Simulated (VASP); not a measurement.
Data:

```
Be2C
1.0
    0.00000     2.15661     2.15661
    2.15661     0.00000     2.15661
    2.15661     2.15661     0.00000
Be C
2 1
Direct
  0.25000   0.25000   0.25000
  0.75000   0.75000   0.75000
  0.00000   0.00000   0.00000
```

Calculation: revPBE GGA, VASP's PBE PAW potentials (set 64) (plane waves; VASP 6.6.1). Settings: 520 eV cut-off, 9×9×9 Γ-centred mesh, Gaussian smearing of 0.050 eV, potentials Be C.

Q: Predict the energy per atom (σ→0), pressure.

A: 
| Quantity | Result |
|---|---|
| energy per atom (σ→0) | -5.535 eV/atom |
| pressure | 5.93 GPa |

The compound is Be2C in the antifluorite structure. This cell is one point of a volume scan, at 0.97 of the reference volume.
